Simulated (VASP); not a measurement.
# YReS (P4/mmm) in VASP: further runs, part 2 of 2

VASP 6.6.1.

**3. Relaxation of the atoms, RPBE**

The input, INCAR:

```
PREC = Accurate
ENCUT = 520
EDIFF = 1E-6
ISMEAR = 0
SIGMA = 0.05
LREAL = F
LASPH = T
NELM = 80
ALGO = Fast
ISIF = 2
LWAVE = F
LCHARG = F
GGA = RP
IBRION = 2
NSW = 60
EDIFFG = -0.01
```

The input, KPOINTS:

```
Automatic mesh
0
Gamma
  7 7 7
```

The input, POSCAR:

```
YReS
1.0
    3.8891707800      0.0000000000      0.0000000000
    0.0000000000      3.8891707800      0.0000000000
    0.0000000000      0.0000000000      3.9691365600
Y Re S
1 1 1
Direct
    0.0000000000      0.0000000000      0.0000000000
    0.5000000000      0.5000000000      0.5000000000
    0.5000000000      0.5000000000      0.0000000000
```

Potentials or basis: VASP PAW PBE potentials, release 64 (Y_sv, Re, S).

Command:

```sh
$ cat potpaw_PBE.64/Y_sv/POTCAR potpaw_PBE.64/Re/POTCAR potpaw_PBE.64/S/POTCAR > POTCAR
$ mpirun -np 1 vasp_std > vasp.out
```

OUTCAR:

```text
PREC = Accurate
   ENCUT = 520
   EDIFF = 1E-6
   ISMEAR = 0
   LREAL = F
   LASPH = T
   NELM = 80
   ISIF = 2
   GGA = RP
   IBRION = 2
   NSW = 60
   EDIFFG = -0.01

 ion  position               nearest neighbor table
   1  0.000  0.000  0.000-   3 2.75   3 2.75   3 2.75   3 2.75   2 3.39   2 3.39   2 3.39   2 3.39
                             2 3.39   2 3.39   2 3.39   2 3.39
   2  0.500  0.500  0.500-   3 1.98   3 1.98   1 3.39   1 3.39   1 3.39   1 3.39   1 3.39   1 3.39
                             1 3.39   1 3.39
   3  0.500  0.500  0.000-   2 1.98   2 1.98   1 2.75   1 2.75   1 2.75   1 2.75

  LATTYP: Found a simple tetragonal cell.
 ALAT       =     3.8891707800
 C/A-ratio  =     1.0205611387

  Lattice vectors:

 A1 = (   3.8891707800,   0.0000000000,   0.0000000000)
 A2 = (   0.0000000000,   3.8891707800,   0.0000000000)
 A3 = (   0.0000000000,   0.0000000000,   3.9691365600)

Analysis of symmetry for initial positions (statically):
=====================================================================
 Subroutine PRICEL returns:
 Original cell was already a primitive cell.

 Routine SETGRP: Setting up the symmetry group for a
 simple tetragonal supercell.

 Subroutine GETGRP returns: Found 16 space group operations
 (whereof 16 operations were pure point group operations)
 out of a pool of 16 trial point group operations.

The static configuration has the point symmetry D_4h.

Analysis of symmetry for dynamics (positions and initial velocities):
=====================================================================
 Subroutine PRICEL returns:
 Original cell was already a primitive cell.

 Routine SETGRP: Setting up the symmetry group for a
 simple tetragonal supercell.

 Subroutine GETGRP returns: Found 16 space group operations
 (whereof 16 operations were pure point group operations)
 out of a pool of 16 trial point group operations.

The dynamic configuration has the point symmetry D_4h.

 Subroutine INISYM returns: Found 16 space group operations
 (whereof 16 operations are pure point group operations),
 and found     1 'primitive' translations

----------------------------------------------------------------------------------------

                                     Primitive cell

  volume of cell :      60.0358

  direct lattice vectors                    reciprocal lattice vectors
     3.889170780  0.000000000  0.000000000     0.257124219  0.000000000  0.000000000
     0.000000000  3.889170780  0.000000000     0.000000000  0.257124219  0.000000000
     0.000000000  0.000000000  3.969136560     0.000000000  0.000000000  0.251943964

  length of vectors
     3.889170780  3.889170780  3.969136560     0.257124219  0.257124219  0.251943964

  position of ions in fractional coordinates (direct lattice)
     0.000000000  0.000000000  0.000000000
     0.500000000  0.500000000  0.500000000
     0.500000000  0.500000000  0.000000000

  ion indices of the primitive-cell ions
   primitive index   ion index
                 1           1
                 2           2
                 3           3

[... 27 lines left out ...]
            Coordinates               Weight
  0.000000  0.000000  0.000000      1.000000
  0.142857  0.000000  0.000000      4.000000
  0.285714  0.000000  0.000000      4.000000
  0.428571  0.000000  0.000000      4.000000
  0.142857  0.142857  0.000000      4.000000
  0.285714  0.142857  0.000000      8.000000
[... 16 lines left out ...]
  0.285714  0.000000  0.285714      8.000000
  0.428571  0.000000  0.285714      8.000000
 [... further k-points ...]
   k-points           NKPTS =     40   k-points in BZ     NKDIM =     40   number of bands    NBANDS=     16
   number of dos      NEDOS =    301   number of ions     NIONS =      3
   total plane-waves  NPLWV =  27000
   dimension x,y,z NGX =    30 NGY =   30 NGZ =   30
   dimension x,y,z NGXF=    60 NGYF=   60 NGZF=   60
   ions per type =               1   1   1
   NGX,Y,Z   is equivalent  to a cutoff of  12.82, 12.82, 12.57 a.u.
   NGXF,Y,Z  is equivalent  to a cutoff of  25.65, 25.65, 25.13 a.u.
 SYSTEM =  unknown system
   PREC   = accura    normal or accurate (medium, high low for compatibility)
   ISTART =      0    job   : 0-new  1-cont  2-samecut
   ICHARG =      2    charge: 1-file 2-atom 10-const
   ISPIN  =      1    spin polarized calculation?
   LNONCOLLINEAR =      F non collinear calculations
   LSORBIT =      F    spin-orbit coupling
   LASPH  =      T    aspherical Exc in radial PAW
   ENCUT  =  520.0 eV  38.22 Ry    6.18 a.u.   7.23  7.23  7.38*2*pi/ulx,y,z
   NELM   =     80;   NELMIN=  2; NELMDL= -5     # of ELM steps
   EDIFF  = 0.1E-05   stopping-criterion for ELM
   LREAL  =      F    real-space projection
   EDIFFG = -.1E-01   stopping-criterion for IOM
   NSW    =     60    number of steps for IOM
   IBRION =      2    ionic relax: 0-MD 1-quasi-New 2-CG
   NFREE  =      1    steps in history (QN), initial steepest desc. (CG)
   ISIF   =      2    stress and relaxation
   ISYM   =      2    0-nonsym 1-usesym 2-fastsym
   POTIM  = 0.5000    time-step for ionic-motion
   TEBEG  =    0.0;   TEEND  =   0.0 temperature during run
   PSTRESS=    0.0 pullay stress
   NELECT =      24.0000    total number of electrons
   NUPDOWN=      -1.0000    fix difference up-down
   EMIN   =  10.00;   EMAX   =-10.00  energy-range for DOS
   EFERMI =   0.00;   METHOD = LEGACY
   ISMEAR =     0;   SIGMA  =   0.05  broadening in eV -4-tet -1-fermi 0-gaus
   EFERMI_NEDOS =   21; number of points for ismear=-14 and -15
   IALGO  =     68    algorithm
   IMIX   =      4    mixing-type and parameters
     AMIX     =   0.40;   BMIX     =  1.00
     AMIX_MAG =   1.60;   BMIX_MAG =  1.00
  volume/ion in A,a.u.               =      20.01       135.05
  Fermi-wavevector in a.u.,A,eV,Ry     =   1.205985  2.278981 19.788309  1.454400
  Thomas-Fermi vector in A             =   2.341665
   LORBIT       =      0    0 simple, 1 ext, 2 COOP (PROOUT), +10 PAW based schemes
   GGA     = RP    functional components
   LHFCALC =     F    Hartree Fock is set to
   AEXX    =    0.0000 exact exchange contribution
   IVDW    =     0    specifies the selected vdW correction
   LEPSILON=     F    determine dielectric tensor
   LRPA    =     F    only Hartree local field effects (RPA)
 conjugate gradient relaxation of ions
 non-spin polarized calculation
 RMM-DIIS sequential band-by-band and
 Gauss-broadening in eV      SIGMA  =   0.05
  energy-cutoff  :      520.00
  volume of cell :       60.04
 maximum number of plane-waves:      1629
 NGX is ok and might be reduce to    30
   NGX = 15   NGY = 15   NGZ = 15

 number of electron      24.0000001 magnetization

 Free energy of the ion-electron system (eV)
  ---------------------------------------------------
  ext. energy  EPLUGINS =         0.00000000
  ---------------------------------------------------
  free energy    TOTEN  =       -20.63040662 eV

  energy without entropy =      -20.62443624  energy(sigma->0) =      -20.62742143

 E-fermi :   6.1058     XC(G=0): -10.8947

 val. band max:        6.1033042355   @ k =   0.2857   0.1429   0.2857
 cond. band min:       6.1069825582   @ k =   0.4286   0.2857   0.2857
 fundamental gap:      0.0036783227
 Fermi energy:         6.1057906589

 k-point     1 :       0.0000    0.0000    0.0000
  band No.  band energies     occupation
      1     -36.9206      2.00000
      2     -16.9679      2.00000
      3     -16.9679      2.00000
      4     -16.7375      2.00000
      5     -10.6652      2.00000
      6       1.3864      2.00000
[... 433 lines left out ...]
      3     -16.9342      2.00000
      4     -16.7881      2.00000
      5      -9.0752      2.00000
      6      -1.5726      2.00000
[... 8 lines left out ...]
     15       8.7755      0.00000
     16      10.1196      0.00000

 [... further k-points ...]

------------------------ aborting loop because EDIFF is reached ----------------------------------------

  FORCE on cell =-STRESS in cart. coord.  units (eV):
  Direction    XX          YY          ZZ          XY          YZ          ZX
  --------------------------------------------------------------------------------------
  -------------------------------------------------------------------------------------
  Total       -0.1443271     -0.1443271     31.9171477      0.0000000      0.0000000     -0.0000000
  in kB       -3.8516635     -3.8516635    851.7744056      0.0000000      0.0000000     -0.0000000
  external PRESSURE =     281.3570262 kB  Pullay stress =       0.0000000 kB

 VOLUME and BASIS-vectors are now :
 -----------------------------------------------------------------------------
  energy-cutoff  :      520.00
  volume of cell :       60.04
      direct lattice vectors                 reciprocal lattice vectors
     3.889170780  0.000000000  0.000000000     0.257124219  0.000000000  0.000000000
     0.000000000  3.889170780  0.000000000     0.000000000  0.257124219  0.000000000
     0.000000000  0.000000000  3.969136560     0.000000000  0.000000000  0.251943964

 POSITION                                       TOTAL-FORCE (eV/Angst)
 -----------------------------------------------------------------------------------
      0.00000      0.00000      0.00000         0.000000      0.000000      0.000000
      1.94459      1.94459      1.98457         0.000000      0.000000      0.000000
      1.94459      1.94459      0.00000         0.000000      0.000000      0.000000
 -----------------------------------------------------------------------------------
    total drift:                                0.000000      0.000000      0.000000

  FREE ENERGIE OF THE ION-ELECTRON SYSTEM (eV)
  ---------------------------------------------------
  free  energy   TOTEN  =       -20.6304066169 eV

  energy  without entropy=      -20.6244362441  energy(sigma->0) =      -20.62742143

 reached required accuracy - stopping structural energy minimisation
```

CONTCAR:

```text
YReS
   1.00000000000000
     3.8891707800000002    0.0000000000000000    0.0000000000000000
     0.0000000000000000    3.8891707800000002    0.0000000000000000
     0.0000000000000000    0.0000000000000000    3.9691365599999999
  Y               Re              S
     1     1     1
Direct
     0.0000000000000000    0.0000000000000000    0.0000000000000000
     0.5000000000000000    0.5000000000000000    0.5000000000000000
     0.5000000000000000    0.5000000000000000    0.0000000000000000

  0.00000000E+00  0.00000000E+00  0.00000000E+00
  0.00000000E+00  0.00000000E+00  0.00000000E+00
  0.00000000E+00  0.00000000E+00  0.00000000E+00
```

Wall time 69 s (1 thread of AMD EPYC 9R45 (Zen 5), shared host); peak memory 0.18 GiB.

What came out:

- Free energy: -20.6304 eV
- Pressure after relaxing: 28.1 GPa
- Band gap on the k mesh: none (metal or under the smearing width)

Stress tensor (GPa, compression positive):
```
-0.39  0.00  0.00
 0.00 -0.39  0.00
 0.00  0.00 85.18
```

Final structure:
```
Y Re S
1.0
     3.88917    0.00000    0.00000
     0.00000    3.88917    0.00000
     0.00000    0.00000    3.96914
Y Re S
1 1 1
Direct
  0.00000 0.00000 0.00000
  0.50000 0.50000 0.50000
  0.50000 0.50000 0.00000
```

Caveat: the relaxation stopped at its first step, so nothing moved; a pressure of tens of GPa on the cell as given is suspect, and the run, the potentials or the cell itself is likely at fault; the PAW data sets were made with another functional, which shifts forces and pressure a little. The run has no spin-orbit coupling, so splittings on Re are missing.
